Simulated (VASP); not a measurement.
Consider the following.

```
CELL_PARAMETERS angstrom
      4.33435     0.00000     0.00000
     -2.16717     3.75365     0.00000
      0.00000     0.00000    21.49695
ATOMIC_POSITIONS crystal
  I  0.66667 0.33333 0.42004
  I  0.33333 0.66667 0.57996
  Cd 0.00000 0.00000 0.50000
```

All values below come from PBE GGA, VASP's PBE PAW potentials (set 64) (plane waves; VASP). Numerical set-up: PREC = Normal, 400 eV cut-off, 12×12×1 Γ-centred mesh, Gaussian smearing of 0.050 eV, potentials I Cd.

What does the run give for the energy per atom (σ→0)?

```
Quantity                       Result
---------------------  --------------
energy per atom (σ→0)  -1.847 eV/atom
```

Only differences to runs with the same potentials and settings are physical.

The cell is a sheet with vacuum, built from CdI2 (1T layered).
